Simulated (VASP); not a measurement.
Write the native input for VASP 6.6.1 that does the following.

| Property | Result |
| --- | --- |
| Task | single point |
| Functional | r2SCAN |
| Potentials or basis | VASP PAW PBE potentials, release 64 (Ti_sv, Ru_pv, C) |
| Cutoff | 520 eV |
| k mesh | 12 × 12 × 12 |
| Occupations | gaussian, width 0.1 eV |
| Spin | no spin polarisation |
| Further INCAR settings | ALGO = Normal; EDIFF = 1e-06 |

The structure of Ti2RuC3 lies in POSCAR:

```
Ti2RuC3
1.0
   -1.5444400000      2.1700000000      4.4829000000
    1.5444400000     -2.1700000000      4.4829000000
    1.5444400000      2.1700000000     -4.4829000000
Ti Ru C
2 1 3
Direct
    0.3318780000      0.3318780000      0.0000000000
    0.6681220000      0.6681220000      0.0000000000
    0.0000000000      0.0000000000      0.0000000000
    0.1687670000      0.6687670000      0.5000000000
    0.8312330000      0.3312330000      0.5000000000
    0.5000000000      0.0000000000      0.5000000000
```

The cell was built by a generator and needn't be a form met in nature.

The input as run:

INCAR

```
ALGO = Normal
EDIFF = 1E-6
ENCUT = 520
ISIF = 2
ISMEAR = 0
KPAR = 8
LASPH = True
LCHARG = False
LMIXTAU = True
LREAL = False
LWAVE = False
METAGGA = R2SCAN
NELM = 150
PREC = Accurate
SIGMA = 0.1
```

KPOINTS

```
k-points
0
Gamma
  12 12 12
```

Potentials or basis: VASP PAW PBE potentials, release 64 (Ti_sv, Ru_pv, C).

Command:

```bash
$ cat potpaw_PBE.64/Ti_sv/POTCAR potpaw_PBE.64/Ru_pv/POTCAR potpaw_PBE.64/C/POTCAR > POTCAR
$ mpirun -np 8 vasp_std > vasp.out
```

It gave:

```
Pressure               : -0.9 GPa
Largest force          : 0.033 eV/Å
Band gap on the k mesh : none (metal or under the smearing width)
```

Caveat: the PAW data sets were made with another functional, which shifts forces and pressure a little.

Run time: 4.1 min on 8 MPI ranks on Intel(R) Xeon(R) 6975P-C (Granite Rapids), with other jobs on the host, peak memory 0.65 GiB a rank.
